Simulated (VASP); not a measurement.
# SiGeH6 in VASP: a series of runs

One molecule, SiGeH6, is run at these levels: PBE, PBE+TS; tasks: single point, relaxation of the atoms, atomic charges.

Program: VASP 6.6.1. These are calculated values, not measurements. Logs are shortened: lines on timing, memory, paths and dates and some standing lists are left out, and cuts for length are marked.

### 1 Starting point

The cell holds a molecule in a box, 8 atoms: a = 13.000 Å, b = 13.000 Å, c = 14.000 Å, α = 90.00°, β = 90.00°, γ = 90.00°.

### 2 Single point, PBE (atoms moved at random, drawn with an rms of 0.05 Å)

Input file INCAR:

```
SYSTEM = SiGeH6
PREC     = Accurate       ! precision mode
ENCUT    = 520            ! plane-wave cutoff, eV
EDIFF    = 1E-7           ! SCF threshold, eV
ISMEAR   = 0              ! smearing method
SIGMA    = 0.01           ! smearing width, eV
LREAL    = .FALSE.        ! projectors in reciprocal space
LASPH    = .TRUE.         ! aspherical terms in the spheres
NELM     = 80             ! most SCF steps
ALGO     = Normal         ! electronic algorithm
ISIF     = 2              ! what is computed and relaxed
LWAVE    = .FALSE.        ! write WAVECAR
LCHARG   = .TRUE.         ! write CHGCAR
GGA      = PE             ! functional
LELF     = .TRUE.         ! ELF
LVHAR    = .TRUE.       
LVACPOTAV= .TRUE.
```

Input file KPOINTS:

```
Automatic mesh
0
G
  1 1 1
  0 0 0
```

Input file POSCAR:

```
SiGeH6
1.0
   13.0000000000      0.0000000000      0.0000000000
    0.0000000000     13.0000000000      0.0000000000
    0.0000000000      0.0000000000     14.0000000000
Si Ge H
1 1 6
Direct
    0.4589480000      0.5310360000      0.4286800000
    0.5445950000      0.4712490000      0.5779480000
    0.3539190000      0.5679390000      0.4482540000
    0.4543100000      0.4478660000      0.3540770000
    0.5198250000      0.6197670000      0.3894520000
    0.5470200000      0.5601880000      0.6483820000
    0.6510050000      0.4376340000      0.5500120000
    0.4796050000      0.3856870000      0.6128010000
```

Potentials or basis: VASP PAW PBE potentials, release 64 (Si, Ge_d, H).

Launch:

```bash
$ cat potpaw_PBE.64/Si/POTCAR potpaw_PBE.64/Ge_d/POTCAR potpaw_PBE.64/H/POTCAR > POTCAR
$ mpirun -np 1 vasp_gam > vasp.out
```

OUTCAR:

```text
SYSTEM = SiGeH6
   PREC = Accurate
   ENCUT = 520
   EDIFF = 1E-7
   ISMEAR = 0
   LREAL = .FALSE.
   LASPH = .TRUE.
   NELM = 80
   ISIF = 2
   GGA = PE

 ion  position               nearest neighbor table
   1  0.459  0.531  0.429-   3 1.47   5 1.50   4 1.50   2 2.49
   2  0.545  0.471  0.578-   8 1.48   7 1.50   6 1.52   1 2.49
   3  0.354  0.568  0.448-   1 1.47
   4  0.454  0.448  0.354-   1 1.50
   5  0.520  0.620  0.389-   1 1.50
   6  0.547  0.560  0.648-   2 1.52
   7  0.651  0.438  0.550-   2 1.50
   8  0.480  0.386  0.613-   2 1.48

  LATTYP: Found a simple tetragonal cell.
 ALAT       =    13.0000000000
 C/A-ratio  =     1.0769230769

  Lattice vectors:

 A1 = (  13.0000000000,   0.0000000000,   0.0000000000)
 A2 = (   0.0000000000,  13.0000000000,   0.0000000000)
 A3 = (   0.0000000000,   0.0000000000,  14.0000000000)

Analysis of symmetry for initial positions (statically):
=====================================================================
 Subroutine PRICEL returns:
 Original cell was already a primitive cell.

 Routine SETGRP: Setting up the symmetry group for a
 simple tetragonal supercell.

 Subroutine GETGRP returns: Found  1 space group operations
 (whereof  1 operations were pure point group operations)
 out of a pool of 16 trial point group operations.

The static configuration has the point symmetry C_1 .

Analysis of symmetry for dynamics (positions and initial velocities):
=====================================================================
 Subroutine PRICEL returns:
 Original cell was already a primitive cell.

 Routine SETGRP: Setting up the symmetry group for a
 simple tetragonal supercell.

 Subroutine GETGRP returns: Found  1 space group operations
 (whereof  1 operations were pure point group operations)
 out of a pool of 16 trial point group operations.

The dynamic configuration has the point symmetry C_1 .

 Subroutine INISYM returns: Found  1 space group operations
 (whereof  1 operations are pure point group operations),
 and found     1 'primitive' translations

----------------------------------------------------------------------------------------

                                     Primitive cell

  volume of cell :    2366.0000

  direct lattice vectors                    reciprocal lattice vectors
    13.000000000  0.000000000  0.000000000     0.076923077  0.000000000  0.000000000
     0.000000000 13.000000000  0.000000000     0.000000000  0.076923077  0.000000000
     0.000000000  0.000000000 14.000000000     0.000000000  0.000000000  0.071428571

  length of vectors
    13.000000000 13.000000000 14.000000000     0.076923077  0.076923077  0.071428571

  position of ions in fractional coordinates (direct lattice)
     0.458948000  0.531036000  0.428680000
     0.544595000  0.471249000  0.577948000
     0.353919000  0.567939000  0.448254000
     0.454310000  0.447866000  0.354077000
     0.519825000  0.619767000  0.389452000
     0.547020000  0.560188000  0.648382000
     0.651005000  0.437634000  0.550012000
     0.479605000  0.385687000  0.612801000

  ion indices of the primitive-cell ions
   primitive index   ion index
                 1           1
                 2           2
                 3           3
                 4           4
                 5           5
                 6           6
                 7           7
                 8           8

----------------------------------------------------------------------------------------

 KPOINTS: Automatic mesh

Automatic generation of k-mesh.
 Grid dimensions read from file:
 generate k-points for:    1    1    1

 Generating k-lattice:

  Cartesian coordinates                     Fractional coordinates (reciprocal lattice)
     0.076923077  0.000000000  0.000000000     1.000000000  0.000000000  0.000000000
     0.000000000  0.076923077  0.000000000     0.000000000  1.000000000  0.000000000
     0.000000000  0.000000000  0.071428571     0.000000000  0.000000000  1.000000000

  Length of vectors
     0.076923077  0.076923077  0.071428571

  Shift w.r.t. Gamma in fractional coordinates (k-lattice)
     0.000000000  0.000000000  0.000000000

 Subroutine IBZKPT returns following result:
 ===========================================

 Found      1 irreducible k-points:

 Following reciprocal coordinates:
            Coordinates               Weight
  0.000000  0.000000  0.000000      1.000000
   k-points           NKPTS =      1   k-points in BZ     NKDIM =      1   number of bands    NBANDS=     17
   number of dos      NEDOS =    301   number of ions     NIONS =      8
   total plane-waves  NPLWV = ******
   dimension x,y,z NGX =    98 NGY =   98 NGZ =  108
   dimension x,y,z NGXF=   196 NGYF=  196 NGZF=  216
   ions per type =               1   1   6
   NGX,Y,Z   is equivalent  to a cutoff of  12.53, 12.53, 12.82 a.u.
   NGXF,Y,Z  is equivalent  to a cutoff of  25.06, 25.06, 25.65 a.u.
 SYSTEM =  SiGeH6
   PREC   = accura    normal or accurate (medium, high low for compatibility)
   ISTART =      0    job   : 0-new  1-cont  2-samecut
   ICHARG =      2    charge: 1-file 2-atom 10-const
   ISPIN  =      1    spin polarized calculation?
   LNONCOLLINEAR =      F non collinear calculations
   LSORBIT =      F    spin-orbit coupling
   LASPH  =      T    aspherical Exc in radial PAW
   ENCUT  =  520.0 eV  38.22 Ry    6.18 a.u.  24.17 24.17 26.03*2*pi/ulx,y,z
   NELM   =     80;   NELMIN=  2; NELMDL= -5     # of ELM steps
   EDIFF  = 0.1E-06   stopping-criterion for ELM
   LREAL  =      F    real-space projection
   EDIFFG = 0.1E-05   stopping-criterion for IOM
   NSW    =      0    number of steps for IOM
   IBRION =     -1    ionic relax: 0-MD 1-quasi-New 2-CG
   NFREE  =      0    steps in history (QN), initial steepest desc. (CG)
   ISIF   =      2    stress and relaxation
   ISYM   =      2    0-nonsym 1-usesym 2-fastsym
   POTIM  = 0.5000    time-step for ionic-motion
   TEBEG  =    0.0;   TEEND  =   0.0 temperature during run
   PSTRESS=    0.0 pullay stress
   NELECT =      24.0000    total number of electrons
   NUPDOWN=      -1.0000    fix difference up-down
   EMIN   =  10.00;   EMAX   =-10.00  energy-range for DOS
   EFERMI =   0.00;   METHOD = LEGACY
   ISMEAR =     0;   SIGMA  =   0.01  broadening in eV -4-tet -1-fermi 0-gaus
   EFERMI_NEDOS =   21; number of points for ismear=-14 and -15
   IALGO  =     38    algorithm
   IMIX   =      4    mixing-type and parameters
     AMIX     =   0.40;   BMIX     =  1.00
     AMIX_MAG =   1.60;   BMIX_MAG =  1.00
  volume/ion in A,a.u.               =     295.75      1995.82
  Fermi-wavevector in a.u.,A,eV,Ry     =   0.354384  0.669688  1.708725  0.125588
  Thomas-Fermi vector in A             =   1.269377
   LORBIT       =      0    0 simple, 1 ext, 2 COOP (PROOUT), +10 PAW based schemes
   GGA     = PE    functional components
   LHFCALC =     F    Hartree Fock is set to
   AEXX    =    0.0000 exact exchange contribution
   IVDW    =     0    specifies the selected vdW correction
   LEPSILON=     F    determine dielectric tensor
   LRPA    =     F    only Hartree local field effects (RPA)
 non-spin polarized calculation
 Gauss-broadening in eV      SIGMA  =   0.01
  energy-cutoff  :      520.00
  volume of cell :     2366.00
 maximum number of plane-waves:     31773
 NGX is ok and might be reduce to    98
   NGX = 49   NGY = 49   NGZ = 53

 number of electron      24.0000007 magnetization

 Free energy of the ion-electron system (eV)
  ---------------------------------------------------
  ext. energy  EPLUGINS =         0.00000000
  ---------------------------------------------------
  free energy    TOTEN  =       -29.55917998 eV

  energy without entropy =      -29.55917998  energy(sigma->0) =      -29.55917998

 E-fermi :  -6.5510     XC(G=0):  -0.6632

 val. band max:       -6.6030839314   @ k =   0.0000   0.0000   0.0000
 cond. band min:      -0.7893912231   @ k =   0.0000   0.0000   0.0000
 fundamental gap:      5.8136927083
 Fermi energy:        -6.5510244874

 k-point     1 :       0.0000    0.0000    0.0000
  band No.  band energies     occupation
      1     -28.4310      2.00000
      2     -28.4216      2.00000
      3     -28.4029      2.00000
      4     -28.3481      2.00000
      5     -28.3447      2.00000
      6     -14.2005      2.00000
[... 9 lines left out ...]
     16       0.0586      0.00000
     17       0.2766      0.00000

------------------------ aborting loop because EDIFF is reached ----------------------------------------

  FORCE on cell =-STRESS in cart. coord.  units (eV):
  Direction    XX          YY          ZZ          XY          YZ          ZX
  --------------------------------------------------------------------------------------
  -------------------------------------------------------------------------------------
  Total        0.9200436      0.7376479     -1.1595742      0.3017644      0.0171458     -1.2425651
  in kB        0.6230233      0.4995109     -0.7852255      0.2043449      0.0116105     -0.8414242
  external PRESSURE =       0.1124362 kB  Pullay stress =       0.0000000 kB

 VOLUME and BASIS-vectors are now :
 -----------------------------------------------------------------------------
  energy-cutoff  :      520.00
  volume of cell :     2366.00
      direct lattice vectors                 reciprocal lattice vectors
    13.000000000  0.000000000  0.000000000     0.076923077  0.000000000  0.000000000
     0.000000000 13.000000000  0.000000000     0.000000000  0.076923077  0.000000000
     0.000000000  0.000000000 14.000000000     0.000000000  0.000000000  0.071428571

 POSITION                                       TOTAL-FORCE (eV/Angst)
 -----------------------------------------------------------------------------------
      5.96632      6.90347      6.00152         0.816369     -0.167347      0.418390
      7.07974      6.12624      8.09127        -0.581239      1.016393     -1.400683
      4.60095      7.38321      6.27556        -0.354782      0.075413      0.085592
      5.90603      5.82226      4.95708         0.022042      0.090958      0.162623
      6.75772      8.05697      5.45233        -0.081661     -0.110151     -0.011078
      7.11126      7.28244      9.07735         0.059919      0.103142      0.203040
      8.46306      5.68924      7.70017         0.506899     -0.215718      0.033829
      6.23486      5.01393      8.57921        -0.387546     -0.792691      0.508287
 -----------------------------------------------------------------------------------
    total drift:                               -0.001339      0.000507      0.000928

  FREE ENERGIE OF THE ION-ELECTRON SYSTEM (eV)
  ---------------------------------------------------
  free  energy   TOTEN  =       -29.5591799776 eV

  energy  without entropy=      -29.5591799776  energy(sigma->0) =      -29.55917998
```

Wall time 4.3 min (1 thread of Intel Xeon Platinum 8488C (Sapphire Rapids), shared host); peak memory 1.7 GiB.

What came out:

```yaml
Free_energy: -29.5592 eV
Largest_force: 1.826 eV/Å
Gap_between_the_frontier_levels: 5.81 eV
```

Forces in eV/Å, atoms in the order of the input:
```
Si   0.816 -0.167  0.418
Ge  -0.581  1.016 -1.401
H   -0.355  0.075  0.086
H    0.022  0.091  0.163
H   -0.082 -0.110 -0.011
H    0.060  0.103  0.203
H    0.507 -0.216  0.034
H   -0.388 -0.793  0.508
```

Levels at points of the mesh, in eV from the valence-band top:
| k point | band 10 | band 11 | band 12 | band 13 | band 14 | band 15 |
| --- | --- | --- | --- | --- | --- | --- |
| (0.00, 0.00, 0.00) | -1.43 | -1.38 | 0.00 | 5.81 | 6.08 | 6.56 |

### 3 Relaxation of the atoms, PBE (atoms moved at random, drawn with an rms of 0.02 Å)

Input file INCAR:

```
SYSTEM = SiGeH6
PREC = Accurate
ENCUT = 520
EDIFF = 1E-6
ISMEAR = 0
SIGMA = 0.01
LREAL = .FALSE.
LASPH = .TRUE.
NELM = 80
ALGO = Fast
ISIF = 2
LWAVE = .FALSE.
LCHARG = .FALSE.
GGA = PE
IBRION = 2
NSW = 60
EDIFFG = -0.01
```

KPOINTS is that of step 2.

Input file POSCAR:

```
SiGeH6
1.0
   13.0000000000      0.0000000000      0.0000000000
    0.0000000000     13.0000000000      0.0000000000
    0.0000000000      0.0000000000     14.0000000000
Si Ge H
1 1 6
Direct
    0.4595900000      0.5320970000      0.4289810000
    0.5401540000      0.4731290000      0.5717360000
    0.3534430000      0.5667450000      0.4500840000
    0.4530560000      0.4479110000      0.3591010000
    0.5166600000      0.6208800000      0.3892850000
    0.5452910000      0.5619480000      0.6468150000
    0.6479810000      0.4345730000      0.5500220000
    0.4791300000      0.3823580000      0.6145560000
```

Potentials or basis: VASP PAW PBE potentials, release 64 (Si, Ge_d, H).

Launch:

```bash
$ cat potpaw_PBE.64/Si/POTCAR potpaw_PBE.64/Ge_d/POTCAR potpaw_PBE.64/H/POTCAR > POTCAR
$ mpirun -np 1 vasp_gam > vasp.out
```

Wall time 23 min (1 thread of Intel Xeon Platinum 8488C (Sapphire Rapids), shared host); peak memory 1.9 GiB.

The run converged. Its results:

| Quantity | Value |
| --- | --- |
| Free energy | -29.6873 eV |
| Energy gained by relaxing | 2.6 meV/atom |
| Ionic steps | 21 |
| Largest force after relaxing | 0.008 eV/Å |
| Gap between the frontier levels | 6.23 eV |

Forces in eV/Å, atoms in the order of the input:
```
Si   0.001 -0.006  0.002
Ge  -0.005  0.001 -0.007
H   -0.001  0.001  0.000
H   -0.002  0.001  0.001
H    0.004  0.004 -0.001
H   -0.001  0.000  0.001
H    0.000 -0.002  0.002
H    0.005  0.001  0.001
```

Step by step:
```tsv
step	energy change (eV)	largest force (eV/Å)	pressure (GPa)
1	0.0000	0.4818	0.02
2	-0.0106	0.4440	-0.01
3	-0.0148	0.1699	0.00
4	-0.0175	0.0944	0.00
5	-0.0180	0.1351	0.00
6	-0.0197	0.0709	-0.01
7	-0.0200	0.0948	-0.01
8	-0.0204	0.0567	-0.01
9	-0.0206	0.0261	-0.01
10	-0.0207	0.0293	-0.01
11	-0.0207	0.0396	0.00
12	-0.0207	0.0135	0.00
13	-0.0207	0.0147	0.00
14	-0.0207	0.0192	0.00
15	-0.0207	0.0160	0.00
16	-0.0207	0.0180	0.00
17	-0.0208	0.0135	0.00
18	-0.0208	0.0177	0.00
19	-0.0208	0.0184	-0.01
20	-0.0208	0.0102	0.00
21	-0.0208	0.0084	-0.01
```

Final structure:
```
Si Ge H
1.0
    13.00000    0.00000    0.00000
     0.00000   13.00000    0.00000
     0.00000    0.00000   14.00000
Si Ge H
1 1 6
Direct
  0.45852 0.53248 0.42951
  0.53951 0.47308 0.57175
  0.35151 0.56751 0.45070
  0.45406 0.44785 0.35746
  0.51751 0.62039 0.38812
  0.54597 0.55953 0.64647
  0.64942 0.43555 0.55089
  0.47881 0.38325 0.61569
```

Levels at points of the mesh, in eV from the valence-band top:
```csv
k point,band 8,band 9,band 10,band 11,band 12,band 13,band 14,band 15,band 16,band 17
"(0.00, 0.00, 0.00)",-1.60,-1.60,-0.92,-0.92,0.00,6.23,6.55,6.76,6.76,7.29
```

(Part 1 of 2 ends here.)
